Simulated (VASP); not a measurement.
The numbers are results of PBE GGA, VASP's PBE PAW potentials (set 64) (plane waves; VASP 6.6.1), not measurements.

VASP ran on this input.

KPOINTS:
```
Automatic mesh
0
Gamma
6 6 4
0 0 0
```

### INCAR
```
SYSTEM = PtSe2
PREC = Accurate
ENCUT = 480
EDIFF = 1E-7
NELM = 100
ALGO = Normal
LREAL = .FALSE.
LASPH = .TRUE.
ISMEAR = 0
SIGMA = 0.05
GGA = PE
LMAXMIX = 6
LWAVE = .FALSE.
LCHARG = .FALSE.
ISIF = 2
IBRION = 2
NSW = 30
EDIFFG = -0.01
```

File POSCAR:
```
PtSe2
1
    1.9550495112    -3.3862453437     0.0000000000
    1.9550495112     3.3862453437     0.0000000000
    0.0000000000     0.0000000000     6.3033042164
Pt Se
1 2
Direct
  0.0000000000   0.0000000000   0.0000000000
  0.3333330000   0.6666670000   0.2148582666
  0.6666670000   0.3333330000   0.7851417334
```

POTCAR, in this order: Pt Se (PBE.64 set). Program: vasp_std.

Without a dispersion term in the relaxation, distances and binding between the weakly bound layers, chains or molecules are unreliable, and so is what depends on them.

**Question.** What does the run give for the energy per atom (σ→0)?

**Answer.** 
```yaml
energy per atom (σ→0): -456.3 kJ/mol of atoms
```

OSZICAR:
```
...
       N       E                     dE             d eps       ncg     rms          rms(c)
DAV:   1    -0.141870876104E+02    0.14742E-04   -0.11819E-02   720   0.625E-01    0.497E-02
DAV:   2    -0.141871260060E+02   -0.38396E-04   -0.45689E-04   853   0.122E-01    0.217E-02
DAV:   3    -0.141871265823E+02   -0.57631E-06   -0.65620E-06   846   0.228E-02    0.125E-02
DAV:   4    -0.141871271696E+02   -0.58723E-06   -0.11941E-06   818   0.112E-02    0.556E-03
DAV:   5    -0.141871275865E+02   -0.41696E-06   -0.30879E-07   729   0.571E-03    0.863E-04
DAV:   6    -0.141871276116E+02   -0.25071E-07   -0.41058E-08   395   0.140E-03
   4 F= -.14187128E+02 E0= -.14187128E+02  d E =-.163181E+00
```

The compound is PtSe2 in the 1T layered structure. This cell was strained or had an atom moved on purpose. Symmetry was kept, so distortions that lower it aren't found.
